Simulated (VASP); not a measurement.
Crystal: Sn3P2.

```
Sn P
1.0
     4.31000    0.00000    0.00000
    -2.15500    3.73257    0.00000
     0.00000    0.00000   14.70000
Sn P
6 4
Cartesian
  0.0000 0.0000 3.6750
  0.0000 2.4884 6.2475
  0.0000 2.4884 1.1025
  0.0000 0.0000 11.0250
  2.1550 1.2442 13.5975
  2.1550 1.2442 8.4525
  0.0000 2.4884 3.6750
  2.1550 1.2442 11.0250
  0.0000 0.0000 0.0000
  0.0000 0.0000 7.3500
```

The cell was built by a generator and needn't be a form met in nature.

| Quantity | Value |
| --- | --- |
| Program | VASP 6.6.1 |
| Task | relaxation of cell and atoms |
| Functional | PBE |
| Potentials or basis | VASP PAW PBE potentials, release 64 (Sn_d, P) |
| Cutoff | 520 eV |
| k mesh | 4 × 4 × 1 |
| Occupations | gaussian, width 0.15 eV |
| Spin | no spin polarisation |

At the start: pressure 12.3 GPa; volume 23.65 Å³/atom.

**Question.** How do energy, volume and symmetry change on relaxing?

**Answer.** Over 11 steps the energy falls by 179.3 meV/atom and the volume is 28.73 Å³/atom (+21.5 %); space group P6_3/mmc (No. 194, to 0.05 Å).

The path:
```
step  energy change (eV)  largest force (eV/Å)  pressure (GPa)  volume (Å³)
   1              0.0000                0.1610           12.33       236.48
   2             -1.6594                0.0215           -1.87       304.28
   3             -1.7448                0.0649           -0.04       288.41
   4             -1.7443                0.0446           -0.39       289.52
   5             -1.7637                0.0980           -0.16       288.84
   6             -1.7734                0.1879           -0.02       288.02
   7             -1.7735                0.1840            0.00       287.88
   8             -1.7814                0.0931            0.21       287.69
   9             -1.7831                0.1272            0.08       287.64
  10             -1.7873                0.0810            0.13       287.54
  11             -1.7934                0.0686            0.21       287.33
```

Final structure:
```
CELL_PARAMETERS angstrom
4.49829 0.00000 0.00000
-2.24915 3.89563 0.00000
0.00000 0.00000 16.39653
ATOMIC_POSITIONS crystal
Sn 0.00000 0.00000 0.25000
Sn 0.33333 0.66667 0.42216
Sn 0.33333 0.66667 0.07784
Sn 0.00000 0.00000 0.75000
Sn 0.66667 0.33333 0.92216
Sn 0.66667 0.33333 0.57784
P 0.33333 0.66667 0.25000
P 0.66667 0.33333 0.75000
P 0.00000 0.00000 0.00000
P 0.00000 0.00000 0.50000
```

Caveat: the k mesh is coarse (spacing up to 0.43 Å⁻¹), so the values aren't converged; the volume moved by over 15 % at a fixed basis, so the end points are rough.
